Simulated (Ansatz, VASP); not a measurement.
MgZn4Te: VASP beside Ansatz

Contents of INCAR:

```
  PREC = Accurate
  ENCUT = 520
  EDIFF = 1E-6
  ISMEAR = 0
  SIGMA = 0.1
  LREAL = False
  LASPH = True
  NELM = 100
  ALGO = Normal
  ISIF = 2
  LWAVE = False
  LCHARG = False
  GGA = PE
  NBANDS = 37
```

KPOINTS

```
regular mesh
0
Gamma
  4 4 4
```

Contents of POSCAR:

```
MgZn4Te
1.0
    0.0000000000      3.8180040300      3.8180040300
    3.8180040300      0.0000000000      3.8180040300
    3.8180040300      3.8180040300      0.0000000000
Mg Zn Te
1 4 1
Direct
    0.2500000000      0.2500000000      0.2500000000
    0.6251497400      0.6251497400      0.1245507900
    0.6251497400      0.6251497400      0.6251497400
    0.1245507900      0.6251497400      0.6251497400
    0.6251497400      0.1245507900      0.6251497400
    0.0000000000      0.0000000000      0.0000000000
```

Input for Ansatz:

```yaml
crystal:
  lattice:
    - [0.0, 3.81800403, 3.81800403]
    - [3.81800403, 0.0, 3.81800403]
    - [3.81800403, 3.81800403, 0.0]
  atoms:
    - { symbol: Mg, position: [0.25, 0.25, 0.25] }
    - { symbol: Zn, position: [0.62514974, 0.62514974, 0.12455079] }
    - { symbol: Zn, position: [0.62514974, 0.62514974, 0.62514974] }
    - { symbol: Zn, position: [0.12455079, 0.62514974, 0.62514974] }
    - { symbol: Zn, position: [0.62514974, 0.12455079, 0.62514974] }
    - { symbol: Te, position: [0.0, 0.0, 0.0] }
basis:
  ecutwfc: 420
kpoints:
  mp_grid: { grid: [4, 4, 4] }
hamiltonian:
  xc: pbe
scf:
  occupations: { method: gaussian, width: 0.1 }
  lower_state_search: "off"
output:
  forces: true
  stress: true
  eigenvalues: true
```

Change from the starting cell: species swapped into the YHoCo4 type (F-43m, No. 216).

Alike in both runs: task single point; functional PBE; k mesh 4 × 4 × 4; occupations gaussian, width 0.1 eV; no spin polarisation.

```csv
,VASP,Ansatz
version,VASP 6.6.1,Ansatz 0.2.0
potentials or method,"VASP PAW PBE potentials, release 64 (Mg, Zn, Te)","scalar-relativistic, plane waves, PAW"
plane-wave cutoff (eV),520,420
valence electrons in the cell,56,74
```

|  | VASP | Ansatz | Ansatz less VASP |
| --- | --- | --- | --- |
| gap on the k mesh at the Fermi level (eV) | none | none | - |
| pressure (GPa) | 1.3 | 1.3 | -0.04 |
| rms of the force components (eV/Å) | 0.077 | 0.075 | -0.0012 |

Atom by atom the forces differ by 0.001 eV/Å (rms over components). A gap of «none» marks a metal or a gap that the smearing closes. The functional is the same, so the differences come from potentials, cutoffs and numerics. The two sets of potentials don't hold the same shells in valence.

The runs have no spin-orbit coupling, so splittings on Te are missing.
